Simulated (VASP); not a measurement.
Calculation: PBE GGA, VASP's PBE PAW potentials (set 64) (plane waves; VASP).

VASP ran on this input.

**INCAR**
```
SYSTEM = HfO2
PREC = Accurate; ENCUT = 520; LREAL = .FALSE.
LASPH = .TRUE.; KSPACING = 0.25; KGAMMA = .TRUE.
EDIFF = 1E-6; NELM = 100; ALGO = Normal
LMAXMIX = 6
ISMEAR = 0; SIGMA = 0.05
GGA = PE
ISIF = 2
LWAVE = .FALSE.; LCHARG = .FALSE.
```

File POSCAR:
```
HfO2
1
    0.0000000000     2.5908000000     2.5908000000
    2.5908000000     0.0000000000     2.5908000000
    2.5908000000     2.5908000000     0.0000000000
Hf O
1 2
Direct
  0.0000000000   0.0000000000   0.0000000000
  0.2500000000   0.2500000000   0.2500000000
  0.7500000000   0.7500000000   0.7500000000
```

POTCAR, in this order: Hf_pv O (PBE.64 set). Program: vasp_std.

Output

### OSZICAR
```
       N       E                     dE             d eps       ncg     rms          rms(c)
DAV:   1     0.105402463791E+03    0.10540E+03   -0.12880E+04  1050   0.144E+03
DAV:   2    -0.318607363405E+02   -0.13726E+03   -0.13369E+03  1379   0.319E+02
DAV:   3    -0.360450691396E+02   -0.41843E+01   -0.41812E+01  1323   0.557E+01
DAV:   4    -0.360700343030E+02   -0.24965E-01   -0.24962E-01  1365   0.472E+00
DAV:   5    -0.360702616172E+02   -0.22731E-03   -0.22730E-03  1309   0.402E-01    0.420E+01
DAV:   6    -0.303283823701E+02    0.57419E+01   -0.32087E+01  1218   0.382E+01    0.394E+01
DAV:   7    -0.302006152404E+02    0.12777E+00   -0.87849E-01  1351   0.850E+00    0.275E+01
DAV:   8    -0.301665168003E+02    0.34098E-01   -0.33688E-01  1323   0.586E+00    0.606E+00
DAV:   9    -0.301511556080E+02    0.15361E-01   -0.55609E-02  1253   0.217E+00    0.165E+00
DAV:  10    -0.301513116418E+02   -0.15603E-03   -0.49381E-03  1453   0.543E-01    0.343E-01
DAV:  11    -0.301512737198E+02    0.37922E-04   -0.31051E-04  1197   0.141E-01    0.222E-01
DAV:  12    -0.301512907652E+02   -0.17045E-04   -0.64659E-05  1380   0.599E-02    0.645E-02
DAV:  13    -0.301512916698E+02   -0.90460E-06   -0.22900E-06  1220   0.116E-02
   1 F= -.30151292E+02 E0= -.30151292E+02  d E =-.118416E-14
```

File OUTCAR:
```
------------------------ aborting loop because EDIFF is reached ----------------------------------------
  FORCE on cell =-STRESS in cart. coord.  units (eV):
  Direction    XX          YY          ZZ          XY          YZ          ZX
  --------------------------------------------------------------------------------------
  Total       -3.0523110     -3.0523110     -3.0523110      0.0000000     -0.0000000      0.0000000
  in kB     -140.6072481   -140.6072481   -140.6072481      0.0000000     -0.0000000      0.0000000
  external PRESSURE =    -140.6072481 kB  Pullay stress =       0.0000000 kB
  volume of cell :       34.78
      direct lattice vectors                 reciprocal lattice vectors
     0.000000000  2.590800000  2.590800000    -0.192990582  0.192990582  0.192990582
     2.590800000  0.000000000  2.590800000     0.192990582 -0.192990582  0.192990582
     2.590800000  2.590800000  0.000000000     0.192990582  0.192990582 -0.192990582
 POSITION                                       TOTAL-FORCE (eV/Angst)
 -----------------------------------------------------------------------------------
      0.00000      0.00000      0.00000        -0.000000     -0.000000     -0.000000
      1.29540      1.29540      1.29540        -0.000000     -0.000000     -0.000000
      3.88620      3.88620      3.88620         0.000000      0.000000      0.000000
 -----------------------------------------------------------------------------------
    total drift:                                0.000000      0.000000      0.000000
  FREE ENERGIE OF THE ION-ELECTRON SYSTEM (eV)
  ---------------------------------------------------
  free  energy   TOTEN  =       -30.1512916698 eV

  energy  without entropy=      -30.1512916698  energy(sigma->0) =      -30.15129167
```
(Selected blocks of OUTCAR.)

File OUTCAR:
```
 val. band max:        3.6876560066   @ k =  -0.4444   0.4444   0.0000

 cond. band min:       7.4090399057   @ k =   0.4444   0.4444   0.0000


 Fermi energy:         3.9459914513

 k-point     1 :       0.0000    0.0000    0.0000
  band No.  band energies     occupation
      1     -26.2601      2.00000
      2     -26.2601      2.00000
      3     -26.2601      2.00000
      4     -14.6005      2.00000
      5     -11.8858      2.00000
      6      -1.2206      2.00000
      7      -1.2206      2.00000
      8      -1.2206      2.00000
      9       3.1587      2.00000
     10       3.1587      2.00000
     11       3.1587      2.00000
     12       7.4489      0.00000
     13       7.4490      0.00000
     14       9.0509      0.00000
     15      13.3529      0.00000

 k-point     2 :       0.1111    0.0000    0.0000
  band No.  band energies     occupation
      1     -26.2989      2.00000
      2     -26.2645      2.00000
      3     -26.2645      2.00000
      4     -14.4594      2.00000
      5     -12.0014      2.00000
      6      -1.1101      2.00000
      7      -1.1101      2.00000
      8      -0.9268      2.00000
      9       2.7892      2.00000
     10       2.9487      2.00000
     11       2.9487      2.00000
     12       7.6546      0.00000
     13       7.6546      0.00000
     14       9.5554      0.00000
     15      12.8536      0.00000

 k-point     3 :       0.2222    0.0000    0.0000
  band No.  band energies     occupation
      1     -26.3949      2.00000
      2     -26.2755      2.00000
      3     -26.2755      2.00000
      4     -14.1005      2.00000
      5     -12.2662      2.00000
      6      -0.8225      2.00000
      7      -0.8225      2.00000
      8      -0.1967      2.00000
      9       2.0175      2.00000
     10       2.5183      2.00000
     11       2.5183      2.00000
     12       8.0146      0.00000
     13       8.0146      0.00000
     14      10.3323      0.00000
     15      12.2241      0.00000
...
```

Unless said otherwise, spin-orbit coupling is left out, though it shifts the bands of the heavy elements here.

The compound is HfO2 in the fluorite structure, the high-temperature cubic form, which is unstable at 0 K; the monoclinic form is the stable one. The cell was not relaxed at this level. The run is one of a series of settings (KGAMMA = .TRUE., KSPACING = 0.25, KPOINTS file removed against the base run), some of them coarse on purpose.
